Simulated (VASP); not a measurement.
Here is the system:

```xyz
3
Lattice="0.0000 2.9899 2.9899 2.9899 0.0000 2.9899 2.9899 2.9899 0.0000" Properties=species:S:1:pos:R:3 pbc="T T T"
Pb     0.0000     0.0000     0.0000
F      1.4949     1.4949     1.4949
F      4.4848     4.4848     4.4848
```

All values below come from PBE GGA with D3 dispersion (zero damping), VASP's PBE PAW potentials (set 64) (plane waves; VASP). Settings: 520 eV cut-off, 6×6×6 Γ-centred mesh, Gaussian smearing of 0.050 eV, potentials Pb_d F.

Unless said otherwise, spin-orbit coupling is left out, though it shifts the bands of the heavy elements here.

### Question
Estimate the energy per atom (σ→0), band gap (on the k-mesh) with the smallest direct gap where there is one.

### Answer

```
Property                                     Result
-----------------------------------  --------------
band gap (on the k-mesh)                    4.43 eV
smallest direct gap (on the k-mesh)         4.56 eV
energy per atom (σ→0)                -4.883 eV/atom
```

The compound is PbF2 in the fluorite structure, the β form. It was relaxed first. The start is the result of an earlier pass.
